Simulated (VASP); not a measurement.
These are PBEsol GGA, VASP's PBE PAW potentials (set 64) (plane waves; VASP 6.6.1) values and carry that method's errors.

Input for VASP

KPOINTS:
```
Automatic mesh
0
Gamma
  8 8 8
0 0 0
```

### POSCAR
```
Ni3Si
1.0
  3.4629639637   0.0000000000   0.0000000000
  0.0000000000   3.4629639637   0.0000000000
  0.0000000000   0.0000000000   3.4629639637
Si Ni
1 3
direct
  0.0000000000   0.0000000000   0.0000000000
  0.0000000000   0.5000000000   0.5000000000
  0.5000000000   0.0000000000   0.5000000000
  0.5000000000   0.5000000000   0.0000000000
```

**INCAR**
```
! general
SYSTEM  = Ni3Si
PREC    = Accurate
ENCUT   = 480
LREAL   = .FALSE.   ! projection in real space or not
LASPH   = .TRUE.   ! aspherical one-centre terms

! electronic loop
EDIFF   = 1E-6   ! SCF stop (eV)
NELM    = 100   ! most electronic steps
ALGO    = Normal
LMAXMIX = 4

! smearing
ISMEAR  = 1   ! Methfessel-Paxton
SIGMA   = 0.1   ! width (eV)

! functional
GGA     = PS   ! PBEsol

! ions
IBRION  = 2   ! conjugate gradients
NSW     = 60
ISIF    = 3
EDIFFG  = -0.02

! output
LWAVE   = .FALSE.
LCHARG  = .FALSE.
```

POTCAR, in this order: Si Ni (PBE.64 set). Program: vasp_std.

The run wrote:

### OUTCAR
```
 ion  position               nearest neighbor table
   1  0.000  0.000  0.000-   2 2.45   3 2.45   4 2.45   2 2.45   3 2.45   2 2.45   4 2.45   2 2.45
                             3 2.45   4 2.45   3 2.45   4 2.45
   2  0.000  0.500  0.500-   1 2.45   3 2.45   4 2.45   1 2.45   4 2.45   1 2.45   3 2.45   1 2.45
                             3 2.45   4 2.45   4 2.45   3 2.45
   3  0.500  0.000  0.500-   1 2.45   2 2.45   4 2.45   1 2.45   4 2.45   2 2.45   4 2.45   4 2.45
                             1 2.45   2 2.45   1 2.45   2 2.45
   4  0.500  0.500  0.000-   1 2.45   2 2.45   3 2.45   2 2.45   3 2.45   1 2.45   3 2.45   3 2.45
                             1 2.45   2 2.45   2 2.45   1 2.45
  LATTYP: Found a simple cubic cell.
 ALAT       =     3.4629639637
 Subroutine PRICEL returns:
 Original cell was already a primitive cell.
 Subroutine GETGRP returns: Found 48 space group operations
The static configuration has the point symmetry O_h .
The dynamic configuration has the point symmetry O_h .
 Subroutine INISYM returns: Found 48 space group operations
 Subroutine IBZKPT returns following result:
 Found     35 irreducible k-points:

 Following reciprocal coordinates:
            Coordinates               Weight
  0.000000  0.000000  0.000000      1.000000
  0.125000  0.000000  0.000000      6.000000
  0.250000  0.000000  0.000000      6.000000
  0.375000  0.000000  0.000000      6.000000
  0.500000  0.000000  0.000000      3.000000
  0.125000  0.125000  0.000000     12.000000
  0.250000  0.125000  0.000000     24.000000
  0.375000  0.125000  0.000000     24.000000
  0.500000  0.125000  0.000000     12.000000
  0.250000  0.250000  0.000000     12.000000
  0.375000  0.250000  0.000000     24.000000
  0.500000  0.250000  0.000000     12.000000
  0.375000  0.375000  0.000000     12.000000
  0.500000  0.375000  0.000000     12.000000
  0.500000  0.500000  0.000000      3.000000
  0.125000  0.125000  0.125000      8.000000
  0.250000  0.125000  0.125000     24.000000
  0.375000  0.125000  0.125000     24.000000
...
```

**OSZICAR**
```
       N       E                     dE             d eps       ncg     rms          rms(c)
DAV:   1     0.195417772483E+03    0.19542E+03   -0.15097E+04  1470   0.206E+03
DAV:   2    -0.194590207070E+02   -0.21488E+03   -0.20757E+03  1470   0.370E+02
DAV:   3    -0.303329873823E+02   -0.10874E+02   -0.10470E+02  1601   0.109E+02
DAV:   4    -0.305745383080E+02   -0.24155E+00   -0.24058E+00  1687   0.146E+01
DAV:   5    -0.305835098706E+02   -0.89716E-02   -0.89680E-02  1792   0.267E+00    0.215E+01
DAV:   6    -0.299998277885E+02    0.58368E+00   -0.62135E+01  1699   0.129E+02    0.170E+01
DAV:   7    -0.263724938965E+02    0.36273E+01   -0.17582E+01  1615   0.704E+01    0.438E+00
DAV:   8    -0.263119440043E+02    0.60550E-01   -0.74715E-01  1551   0.695E+00    0.148E+00
DAV:   9    -0.262929642231E+02    0.18980E-01   -0.34506E-02  2031   0.264E+00    0.572E-01
DAV:  10    -0.262903311939E+02    0.26330E-02   -0.31231E-03  1826   0.470E-01    0.231E-01
DAV:  11    -0.262899096490E+02    0.42154E-03   -0.67618E-04  2251   0.314E-01    0.530E-02
DAV:  12    -0.262899047786E+02    0.48704E-05   -0.98334E-05  1610   0.117E-01    0.152E-02
DAV:  13    -0.262899044036E+02    0.37497E-06   -0.60541E-06  1579   0.183E-02
   1 F= -.26289904E+02 E0= -.26290401E+02  d E =-.262899E+02
       N       E                     dE             d eps       ncg     rms          rms(c)
DAV:   1    -0.262954766553E+02   -0.55719E-02   -0.65257E-02  1495   0.410E+00    0.658E-01
DAV:   2    -0.262947846330E+02    0.69202E-03   -0.70124E-02  1669   0.452E+00    0.505E-01
DAV:   3    -0.262900264021E+02    0.47582E-02   -0.19261E-02  1658   0.244E+00    0.100E-01
DAV:   4    -0.262898972956E+02    0.12911E-03   -0.64125E-04  1504   0.184E-01    0.278E-02
DAV:   5    -0.262898836193E+02    0.13676E-04   -0.30846E-05  1799   0.665E-02    0.162E-02
DAV:   6    -0.262898806186E+02    0.30007E-05   -0.94527E-06  2065   0.285E-02    0.404E-03
DAV:   7    -0.262898805187E+02    0.99823E-07   -0.89728E-07   926   0.972E-03
   2 F= -.26289881E+02 E0= -.26290378E+02  d E =0.238849E-04
       N       E                     dE             d eps       ncg     rms          rms(c)
DAV:   1    -0.262915105026E+02   -0.16299E-02   -0.17833E-02  1495   0.215E+00    0.345E-01
DAV:   2    -0.262913285359E+02    0.18197E-03   -0.19338E-02  1682   0.238E+00    0.266E-01
DAV:   3    -0.262900034683E+02    0.13251E-02   -0.53586E-03  1663   0.128E+00    0.525E-02
DAV:   4    -0.262899671361E+02    0.36332E-04   -0.18072E-04  1504   0.968E-02    0.150E-02
DAV:   5    -0.262899630647E+02    0.40714E-05   -0.97158E-06  1794   0.379E-02    0.821E-03
DAV:   6    -0.262899625423E+02    0.52245E-06   -0.17877E-06   988   0.138E-02
   3 F= -.26289963E+02 E0= -.26290459E+02  d E =-.581386E-04
```

OUTCAR:
```
------------------------ aborting loop because EDIFF is reached ----------------------------------------
  FORCE on cell =-STRESS in cart. coord.  units (eV):
  Direction    XX          YY          ZZ          XY          YZ          ZX
  --------------------------------------------------------------------------------------
  Total        0.0056727      0.0056727      0.0056727      0.0000000      0.0000000      0.0000000
  in kB        0.2191713      0.2191713      0.2191713      0.0000000      0.0000000      0.0000000
  external PRESSURE =       0.2191713 kB  Pullay stress =       0.0000000 kB
  volume of cell :       41.47
      direct lattice vectors                 reciprocal lattice vectors
     3.461306449  0.000000000  0.000000000     0.288908253 -0.000000000  0.000000000
     0.000000000  3.461306449 -0.000000000    -0.000000000  0.288908253 -0.000000000
    -0.000000000  0.000000000  3.461306449    -0.000000000  0.000000000  0.288908253
 POSITION                                       TOTAL-FORCE (eV/Angst)
 -----------------------------------------------------------------------------------
      0.00000      0.00000      0.00000        -0.000000     -0.000000      0.000000
      0.00000      1.73065      1.73065         0.000000     -0.000000      0.000000
      1.73065      0.00000      1.73065        -0.000000      0.000000      0.000000
      1.73065      1.73065      0.00000        -0.000000     -0.000000      0.000000
 -----------------------------------------------------------------------------------
    total drift:                                0.000000      0.000000      0.000000
  FREE ENERGIE OF THE ION-ELECTRON SYSTEM (eV)
  ---------------------------------------------------
  free  energy   TOTEN  =       -26.2899625423 eV

  energy  without entropy=      -26.2914533324  energy(sigma->0) =      -26.29045947

 reached required accuracy - stopping structural energy minimisation
```
(Selected blocks of OUTCAR.)

### CONTCAR
```
Ni3Si
   1.00000000000000
     3.4613064493246153    0.0000000000000000    0.0000000000000000
     0.0000000000000000    3.4613064493246153   -0.0000000000000000
    -0.0000000000000000    0.0000000000000000    3.4613064493246153
  Si              Ni
     1     3
Direct
     0.0000000000000000    0.0000000000000000    0.0000000000000000
     0.0000000000000000    0.5000000000000000    0.5000000000000000
     0.5000000000000000    0.0000000000000000    0.5000000000000000
     0.5000000000000000    0.5000000000000000    0.0000000000000000
```

The compound is Ni3Si in the L1_2 structure. This run relaxes it. Symmetry was kept, so distortions that lower it aren't found. The start is the result of an earlier pass. The run is not spin-polarised, so no magnetic state was tried.
